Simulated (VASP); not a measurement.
Output of a VASP run:

File OSZICAR:
```
       N       E                     dE             d eps       ncg     rms          rms(c)
DAV:   1     0.358952435562E+02    0.35895E+02   -0.73522E+03  2384   0.118E+03
DAV:   2    -0.303318350293E+02   -0.66227E+02   -0.60552E+02  3452   0.186E+02
DAV:   3    -0.334006136813E+02   -0.30688E+01   -0.30526E+01  3132   0.404E+01
DAV:   4    -0.334390130219E+02   -0.38399E-01   -0.38367E-01  2960   0.529E+00
DAV:   5    -0.334397171868E+02   -0.70416E-03   -0.70405E-03  3080   0.680E-01    0.116E+01
DAV:   6    -0.301199295305E+02    0.33198E+01   -0.10353E+01  2940   0.201E+01    0.511E+00
DAV:   7    -0.300620459367E+02    0.57884E-01   -0.79354E-01  3036   0.592E+00    0.232E+00
DAV:   8    -0.300474941429E+02    0.14552E-01   -0.42802E-02  2708   0.157E+00    0.533E-01
DAV:   9    -0.300468912209E+02    0.60292E-03   -0.61564E-03  2976   0.605E-01    0.133E-01
DAV:  10    -0.300471828945E+02   -0.29167E-03   -0.84833E-04  2744   0.204E-01    0.565E-02
DAV:  11    -0.300471971732E+02   -0.14279E-04   -0.16015E-04  2832   0.943E-02    0.126E-02
DAV:  12    -0.300471983422E+02   -0.11690E-05   -0.56728E-06  2952   0.194E-02    0.342E-03
DAV:  13    -0.300471988805E+02   -0.53836E-06   -0.29790E-07  1784   0.473E-03
   1 F= -.30047199E+02 E0= -.30047199E+02  d E =-.888791E-11
```

File OUTCAR:
```
------------------------ aborting loop because EDIFF is reached ----------------------------------------
  FORCE on cell =-STRESS in cart. coord.  units (eV):
  Direction    XX          YY          ZZ          XY          YZ          ZX
  --------------------------------------------------------------------------------------
  Total       -2.5970849     -2.5971538     -2.3482728     -0.0000006     -0.0000016      0.0000005
  in kB      -94.5089290    -94.5114350    -85.4545578     -0.0000209     -0.0000597      0.0000179
  external PRESSURE =     -91.4916406 kB  Pullay stress =       0.0000000 kB
  volume of cell :       44.03
      direct lattice vectors                 reciprocal lattice vectors
     1.570800000 -2.720705000  0.000000000     0.318309142 -0.183775896  0.000000000
     1.570800000  2.720705000  0.000000000     0.318309142  0.183775896  0.000000000
     0.000000000  0.000000000  5.151000000     0.000000000  0.000000000  0.194137061
  FREE ENERGIE OF THE ION-ELECTRON SYSTEM (eV)
  ---------------------------------------------------
  free  energy   TOTEN  =       -30.0471988805 eV

  energy  without entropy=      -30.0471988805  energy(sigma->0) =      -30.04719888
```
(Selected blocks of OUTCAR.)

**POSCAR**
```
SiC
1
    1.5708000000    -2.7207050000     0.0000000000
    1.5708000000     2.7207050000     0.0000000000
    0.0000000000     0.0000000000     5.1510000000
Si C
2 2
Direct
  0.6666670000   0.3333330000   0.5000000000
  0.3333330000   0.6666670000   0.0000000000
  0.6666670000   0.3333330000   0.8750000000
  0.3333330000   0.6666670000   0.3750000000
```

Task: Write an INCAR and KPOINTS that could have produced this output.

Result: Several could match; the one computed here: the input of the run itself, PBE GGA, plane waves, VASP's PBE PAW potentials (set 64).

INCAR:
```
# general
SYSTEM = SiC
PREC   = Accurate
ENCUT  = 520
LREAL  = F
LASPH  = T   # aspherical one-centre terms
ISYM   = 0

# electronic loop
EDIFF  = 1E-6
NELM   = 100
ALGO   = Normal   # blocked Davidson

# smearing
ISMEAR = 0
SIGMA  = 0.05   # width (eV)

# functional
GGA    = PE

# ions
ISIF   = 2

# output
LWAVE  = F
LCHARG = F
```

KPOINTS:
```
Automatic mesh
0
Gamma
7 7 4
0 0 0
```

POTCAR, in this order: Si C (PBE.64 set). Program: vasp_std.

The compound is SiC in the wurtzite structure, the rare 2H polytype. The cell was not relaxed at this level. The run is one of a series of settings (ISYM = 0 against the base run), some of them coarse on purpose.
